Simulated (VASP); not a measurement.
A run of VASP 6.6.1 is set up as follows.

INCAR

```
PREC = Accurate ; ENCUT = 600
EDIFF = 1E-7 ; ISMEAR = -1
SIGMA = 0.05 ; LREAL = F
LASPH = T ; NELM = 100
ALGO = Fast ; ISIF = 3
LWAVE = F ; LCHARG = F
GGA = PS ; IBRION = 2
NSW = 60 ; EDIFFG = -0.02
PSTRESS = 300
```

The input KPOINTS:

```
regular mesh
0
Gamma
  5 5 5
```

Contents of POSCAR:

```
SrB3Pt
1.0
    4.5405600000      0.0000000000      0.0000000000
    0.0000000000      4.5405600000      0.0000000000
    0.0000000000      0.0000000000      4.5405600000
Sr B Pt
1 3 1
Direct
    0.0000000000      0.0000000000      0.0000000000
    0.5000000000      0.0000000000      0.0000000000
    0.0000000000      0.5000000000      0.0000000000
    0.0000000000      0.0000000000      0.5000000000
    0.5000000000      0.5000000000      0.5000000000
```

Potentials or basis: VASP PAW PBE potentials, release 64 (Sr_sv, B, Pt).

The run is started by

```console
$ cat potpaw_PBE.64/Sr_sv/POTCAR potpaw_PBE.64/B/POTCAR potpaw_PBE.64/Pt/POTCAR > POTCAR
$ mpirun -np 1 vasp_std > vasp.out
```

Question: Estimate the relaxed cell.

Answer: a = 3.820 Å, b = 3.820 Å, c = 3.820 Å, α = 90.00°, β = 90.00°, γ = 90.00°.

Question: Estimate the space group after relaxing (to 0.05 Å).

Answer: Pm-3m (No. 221).

Question: What does it give for the relaxed volume?

Answer: 11.15 Å³/atom.

Question: Predict the band gap on the k mesh.

Answer: None (metal or under the smearing width).

Final structure:
```
Sr B Pt
1.0
     3.81977    0.00000    0.00000
     0.00000    3.81977    0.00000
     0.00000    0.00000    3.81977
Sr B Pt
1 3 1
Direct
  0.00000 0.00000 0.00000
  0.50000 0.00000 0.00000
  0.00000 0.50000 0.00000
  0.00000 0.00000 0.50000
  0.50000 0.50000 0.50000
```

Caveat: the cell is relaxed towards a set pressure, so the enthalpy falls and the energy may rise; the volume moved by over 15 % at a fixed basis, so the end points are rough; the PAW data sets were made with another functional, which shifts forces and pressure a little. The run has no spin-orbit coupling, so splittings on Pt are missing.
